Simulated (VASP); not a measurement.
# BeCd2S3 (Imm2) in VASP: single point with r2SCAN

Aim: the single point of BeCd2S3 with r2SCAN.

Program: VASP 6.6.1. These are calculated values, not measurements. Logs are shortened: lines on timing, memory, paths and dates and some standing lists are left out, and cuts for length are marked.

### 1 The structure

It takes space group Imm2 (No. 44, orthorhombic). Conventional cell: a = 3.872 Å, b = 11.774 Å, c = 5.682 Å, α = 90.00°, β = 90.00°, γ = 90.00°. Be (site symmetry mm2) has 4 S at 2.10 to 2.24 Å as nearest neighbours. Cd (site symmetry m) is surrounded by 4 S at 2.55 to 2.56 Å. S (site symmetry mm2) has 2 Be at 2.24 Å and 2 Cd at 2.56 Å as nearest neighbours. Around S (site symmetry m) lie 1 Be at 2.10 Å.

The cell was built by a generator and needn't be a form met in nature.

### 2 Single point, r2SCAN

Contents of INCAR:

```
SYSTEM = BeCd2S3
ALGO     = Normal         ! electronic algorithm
EDIFF    = 1E-6           ! SCF threshold, eV
ENCUT    = 520            ! plane-wave cutoff, eV
ISIF     = 2              ! what is computed and relaxed
ISMEAR   = 0              ! smearing method
KPAR     = 4            
LASPH    = .TRUE.         ! aspherical terms in the spheres
LCHARG   = .FALSE.        ! write CHGCAR
LMIXTAU  = .TRUE.       
LREAL    = .FALSE.        ! projectors in reciprocal space
LWAVE    = .FALSE.        ! write WAVECAR
METAGGA  = R2SCAN         ! meta-GGA
NELM     = 150            ! most SCF steps
PREC     = Accurate       ! precision mode
SIGMA    = 0.03           ! smearing width, eV
```

Contents of KPOINTS:

```
k-points
0
G
  8 8 8
  0 0 0
```

Contents of POSCAR:

```
BeCd2S3
1.0
   -1.9359800000      5.8871500000      2.8410200000
    1.9359800000     -5.8871500000      2.8410200000
    1.9359800000      5.8871500000     -2.8410200000
Be Cd S
1 2 3
Direct
    0.9899860000      0.9899860000      0.0000000000
    0.6523310000      0.9928550000      0.6594760000
    0.3333790000      0.9928550000      0.3405240000
    0.1877970000      0.6877970000      0.5000000000
    0.6353970000      0.7832960000      0.8521010000
    0.9311950000      0.7832960000      0.1478990000
```

Potentials or basis: VASP PAW PBE potentials, release 64 (Be, Cd, S).

On the command line:

```
$ cat potpaw_PBE.64/Be/POTCAR potpaw_PBE.64/Cd/POTCAR potpaw_PBE.64/S/POTCAR > POTCAR
$ mpirun -np 4 vasp_std > vasp.out
```

OUTCAR:

```text
SYSTEM = BeCd2S3
   EDIFF = 1E-6
   ENCUT = 520
   ISIF = 2
   ISMEAR = 0
   LASPH = .TRUE.
   LREAL = .FALSE.
   METAGGA = R2SCAN
   NELM = 150
   PREC = Accurate

 ion  position               nearest neighbor table
   1  0.990  0.990  0.000-   5 2.10   6 2.10   4 2.24   4 2.24
   2  0.652  0.993  0.659-   6 2.55   6 2.55   4 2.56   5 2.56   3 3.76
   3  0.333  0.993  0.341-   5 2.55   5 2.55   4 2.56   6 2.56   2 3.76
   4  0.188  0.688  0.500-   1 2.24   1 2.24   2 2.56   3 2.56
   5  0.635  0.783  0.852-   1 2.10   3 2.55   3 2.55   2 2.56
   6  0.931  0.783  0.148-   1 2.10   2 2.55   2 2.55   3 2.56

  LATTYP: Found a body centered orthorhombic cell.
 ALAT       =     3.8719600000
 B/A-ratio  =     1.4674841682
 C/A-ratio  =     3.0409146789

  Lattice vectors:

 A1 = (  -1.9359800000,   5.8871500000,  -2.8410200000)
 A2 = (   1.9359800000,   5.8871500000,   2.8410200000)
 A3 = (   1.9359800000,  -5.8871500000,  -2.8410200000)

Analysis of symmetry for initial positions (statically):
=====================================================================
 Subroutine PRICEL returns:
 Original cell was already a primitive cell.

 Routine SETGRP: Setting up the symmetry group for a
 body centered orthorhombic supercell.

 Subroutine GETGRP returns: Found  4 space group operations
 (whereof  4 operations were pure point group operations)
 out of a pool of  8 trial point group operations.

The static configuration has the point symmetry C_2v.

Analysis of symmetry for dynamics (positions and initial velocities):
=====================================================================
 Subroutine PRICEL returns:
 Original cell was already a primitive cell.

 Routine SETGRP: Setting up the symmetry group for a
 body centered orthorhombic supercell.

 Subroutine GETGRP returns: Found  4 space group operations
 (whereof  4 operations were pure point group operations)
 out of a pool of  8 trial point group operations.

The dynamic configuration has the point symmetry C_2v.

 Subroutine INISYM returns: Found  4 space group operations
 (whereof  4 operations are pure point group operations),
 and found     1 'primitive' translations

----------------------------------------------------------------------------------------

                                     Primitive cell

  volume of cell :     129.5210

  direct lattice vectors                    reciprocal lattice vectors
    -1.935980000  5.887150000  2.841020000     0.000000000  0.084930739  0.175993129
     1.935980000 -5.887150000  2.841020000     0.258267131  0.000000000  0.175993129
     1.935980000  5.887150000 -2.841020000     0.258267131  0.084930739  0.000000000

  length of vectors
     6.817473749  6.817473749  6.817473749     0.195414462  0.312530786  0.271873392

  position of ions in fractional coordinates (direct lattice)
     0.989986000  0.989986000  0.000000000
     0.652331000  0.992855000  0.659476000
     0.333379000  0.992855000  0.340524000
     0.187797000  0.687797000  0.500000000
     0.635397000  0.783296000  0.852101000
     0.931195000  0.783296000  0.147899000

  ion indices of the primitive-cell ions
   primitive index   ion index
                 1           1
                 2           2
                 3           3
                 4           4
                 5           5
                 6           6

----------------------------------------------------------------------------------------

 KPOINTS: k-points

Automatic generation of k-mesh.
 Grid dimensions read from file:
 generate k-points for:    8    8    8

 Generating k-lattice:

  Cartesian coordinates                     Fractional coordinates (reciprocal lattice)
     0.000000000  0.010616342  0.021999141     0.125000000  0.000000000  0.000000000
     0.032283391  0.000000000  0.021999141    -0.000000000  0.125000000  0.000000000
     0.032283391  0.010616342  0.000000000    -0.000000000  0.000000000  0.125000000

  Length of vectors
     0.024426808  0.039066348  0.033984174

  Shift w.r.t. Gamma in fractional coordinates (k-lattice)
     0.000000000  0.000000000  0.000000000

 Subroutine IBZKPT returns following result:
 ===========================================

 Found     95 irreducible k-points:

 Following reciprocal coordinates:
            Coordinates               Weight
  0.000000  0.000000  0.000000      1.000000
  0.125000  0.000000 -0.000000      4.000000
  0.250000  0.000000 -0.000000      4.000000
  0.375000  0.000000  0.000000      4.000000
  0.500000  0.000000 -0.000000      2.000000
  0.000000  0.125000  0.000000      4.000000
[... 16 lines left out ...]
  0.125000  0.375000  0.000000      8.000000
  0.250000  0.375000  0.000000      8.000000
 [... further k-points ...]
   k-points           NKPTS =     95   k-points in BZ     NKDIM =     95   number of bands    NBANDS=     26
   number of dos      NEDOS =    301   number of ions     NIONS =      6
   total plane-waves  NPLWV = 157464
   dimension x,y,z NGX =    54 NGY =   54 NGZ =   54
   dimension x,y,z NGXF=   108 NGYF=  108 NGZF=  108
   ions per type =               1   2   3
   NGX,Y,Z   is equivalent  to a cutoff of  13.17, 13.17, 13.17 a.u.
   NGXF,Y,Z  is equivalent  to a cutoff of  26.34, 26.34, 26.34 a.u.
 SYSTEM =  BeCd2S3
   PREC   = accura    normal or accurate (medium, high low for compatibility)
   ISTART =      0    job   : 0-new  1-cont  2-samecut
   ICHARG =      2    charge: 1-file 2-atom 10-const
   ISPIN  =      1    spin polarized calculation?
   LNONCOLLINEAR =      F non collinear calculations
   LSORBIT =      F    spin-orbit coupling
   LASPH  =      T    aspherical Exc in radial PAW
   ENCUT  =  520.0 eV  38.22 Ry    6.18 a.u.  12.68 12.68 12.68*2*pi/ulx,y,z
   NELM   =    150;   NELMIN=  2; NELMDL= -5     # of ELM steps
   EDIFF  = 0.1E-05   stopping-criterion for ELM
   LREAL  =      F    real-space projection
   EDIFFG = 0.1E-04   stopping-criterion for IOM
   NSW    =      0    number of steps for IOM
   IBRION =     -1    ionic relax: 0-MD 1-quasi-New 2-CG
   NFREE  =      0    steps in history (QN), initial steepest desc. (CG)
   ISIF   =      2    stress and relaxation
   ISYM   =      2    0-nonsym 1-usesym 2-fastsym
   POTIM  = 0.5000    time-step for ionic-motion
   TEBEG  =    0.0;   TEEND  =   0.0 temperature during run
   PSTRESS=    0.0 pullay stress
   NELECT =      44.0000    total number of electrons
   NUPDOWN=      -1.0000    fix difference up-down
   EMIN   =  10.00;   EMAX   =-10.00  energy-range for DOS
   EFERMI =   0.00;   METHOD = LEGACY
   ISMEAR =     0;   SIGMA  =   0.03  broadening in eV -4-tet -1-fermi 0-gaus
   EFERMI_NEDOS =   21; number of points for ismear=-14 and -15
   IALGO  =     38    algorithm
   IMIX   =      4    mixing-type and parameters
     AMIX     =   0.40;   BMIX     =  1.00
     AMIX_MAG =   1.60;   BMIX_MAG =  1.00
  volume/ion in A,a.u.               =      21.59       145.68
  Fermi-wavevector in a.u.,A,eV,Ry     =   1.142297  2.158628 17.753454  1.304842
  Thomas-Fermi vector in A             =   2.278995
   LORBIT       =      0    0 simple, 1 ext, 2 COOP (PROOUT), +10 PAW based schemes
   METAGGA = R2SCAN    functional components
   LHFCALC =     F    Hartree Fock is set to
   AEXX    =    0.0000 exact exchange contribution
   IVDW    =     0    specifies the selected vdW correction
   LEPSILON=     F    determine dielectric tensor
   LRPA    =     F    only Hartree local field effects (RPA)
 non-spin polarized calculation
 Gauss-broadening in eV      SIGMA  =   0.03
  energy-cutoff  :      520.00
  volume of cell :      129.52
 maximum number of plane-waves:      3507
 NGX is ok and might be reduce to    54
   NGX = 25   NGY = 25   NGZ = 25

 number of electron      44.0000004 magnetization

 Free energy of the ion-electron system (eV)
  ---------------------------------------------------
  ext. energy  EPLUGINS =         0.00000000
  ---------------------------------------------------
  free energy    TOTEN  =       -73.83328704 eV

  energy without entropy =      -73.83328704  energy(sigma->0) =      -73.83328704

 E-fermi :   1.8711     XC(G=0):  -9.8205

 val. band max:        1.7518191631   @ k =   0.0000   0.0000   0.0000
 cond. band min:       3.8788572991   @ k =   0.0000   0.0000   0.0000
 fundamental gap:      2.1270381360
 Fermi energy:         1.8711232897

 k-point     1 :       0.0000    0.0000    0.0000
  band No.  band energies     occupation
      1     -11.5294      2.00000
      2     -10.6082      2.00000
      3     -10.4500      2.00000
      4      -6.2182      2.00000
      5      -6.1948      2.00000
      6      -6.1908      2.00000
[... 18 lines left out ...]
     25       7.1782      0.00000
     26       7.5791      0.00000

 k-point     2 :       0.1250    0.0000   -0.0000
  band No.  band energies     occupation
      1     -11.4971      2.00000
      2     -10.6238      2.00000
      3     -10.4699      2.00000
      4      -6.2263      2.00000
      5      -6.1880      2.00000
      6      -6.1880      2.00000
[... 18 lines left out ...]
     25       7.0056      0.00000
     26       7.6003      0.00000

 k-point     3 :       0.2500    0.0000   -0.0000
  band No.  band energies     occupation
      1     -11.4102      2.00000
      2     -10.6635      2.00000
      3     -10.5252      2.00000
      4      -6.2334      2.00000
      5      -6.1783      2.00000
      6      -6.1736      2.00000
[... 572 lines left out ...]
 k-point    23 :       0.1250    0.3750    0.0000
  band No.  band energies     occupation
      1     -10.9075      2.00000
      2     -10.5781      2.00000
      3     -10.5454      2.00000
      4      -6.1736      2.00000
      5      -6.1306      2.00000
      6      -6.0064      2.00000
[... 18 lines left out ...]
     25       7.1049      0.00000
     26       7.7815      0.00000

 k-point    24 :       0.2500    0.3750    0.0000
  band No.  band energies     occupation
      1     -10.8918      2.00000
      2     -10.5998      2.00000
      3     -10.5412      2.00000
      4      -6.1650      2.00000
      5      -6.1290      2.00000
      6      -6.0418      2.00000
[... 18 lines left out ...]
     25       7.1383      0.00000
     26       7.4417      0.00000

 [... further k-points ...]

------------------------ aborting loop because EDIFF is reached ----------------------------------------

  FORCE on cell =-STRESS in cart. coord.  units (eV):
  Direction    XX          YY          ZZ          XY          YZ          ZX
  --------------------------------------------------------------------------------------
  -------------------------------------------------------------------------------------
  Total       -0.9591087     -0.9795314     -1.0659010      0.0000000      0.0000000      0.0000000
  in kB      -11.8641918    -12.1168214    -13.1852146      0.0000000      0.0000000      0.0000000
  external PRESSURE =     -12.3887426 kB  Pullay stress =       0.0000000 kB

 VOLUME and BASIS-vectors are now :
 -----------------------------------------------------------------------------
  energy-cutoff  :      520.00
  volume of cell :      129.52
      direct lattice vectors                 reciprocal lattice vectors
    -1.935980000  5.887150000  2.841020000     0.000000000  0.084930739  0.175993129
     1.935980000 -5.887150000  2.841020000     0.258267131  0.000000000  0.175993129
     1.935980000  5.887150000 -2.841020000     0.258267131  0.084930739  0.000000000

 POSITION                                       TOTAL-FORCE (eV/Angst)
 -----------------------------------------------------------------------------------
      0.00000      0.00000      5.62514         0.000000     -0.000000     -0.011350
      1.93598      1.87772      2.80042         0.000000     -0.002204      0.003193
      1.93598     -1.87772      2.80042        -0.000000      0.002204      0.003193
      1.93598      0.00000      1.06707        -0.000000      0.000000      0.138051
      1.93598      4.14574      1.60970         0.000000     -0.086459     -0.066544
      0.00000      1.74141      4.45072        -0.000000      0.086459     -0.066544
 -----------------------------------------------------------------------------------
    total drift:                               -0.000009     -0.000026      0.000976

  FREE ENERGIE OF THE ION-ELECTRON SYSTEM (eV)
  ---------------------------------------------------
  free  energy   TOTEN  =       -73.8332870391 eV

  energy  without entropy=      -73.8332870390  energy(sigma->0) =      -73.83328704
```

It took 12 min on 4 MPI ranks of Intel Xeon Platinum 8488C (Sapphire Rapids), shared host; peak memory 0.62 GiB.

Results:

```
Free energy            : -73.8333 eV
Pressure               : -1.2 GPa
Largest force          : 0.138 eV/Å
Band gap on the k mesh : 2.13 eV, direct
```

Forces in eV/Å, atoms in the order of the input:
```
Be   0.000  0.000 -0.011
Cd   0.000 -0.002  0.003
Cd   0.000  0.002  0.003
S    0.000  0.000  0.138
S    0.000 -0.086 -0.067
S    0.000  0.086 -0.067
```

Stress tensor (GPa, compression positive):
```
-1.19  0.00  0.00
 0.00 -1.21  0.00
 0.00  0.00 -1.32
```

Levels at points of the mesh, in eV from the valence-band top:
```tsv
k point	band 20	band 21	band 22	band 23	band 24	band 25
(0.00, 0.00, 0.00)	-0.40	-0.27	0.00	2.13	4.52	5.43
(0.50, 0.00, 0.00)	-0.78	-0.70	-0.48	3.41	4.57	4.71
(0.00, 0.50, 0.00)	-1.77	-0.88	-0.79	3.42	5.28	5.37
(0.50, 0.50, 0.00)	-2.09	-1.37	-1.36	3.57	4.07	5.15
(0.50, 0.50, 0.50)	-1.31	-0.48	-0.15	3.30	4.17	4.40
```

Caveat: the PAW data sets were made with another functional, which shifts forces and pressure a little.
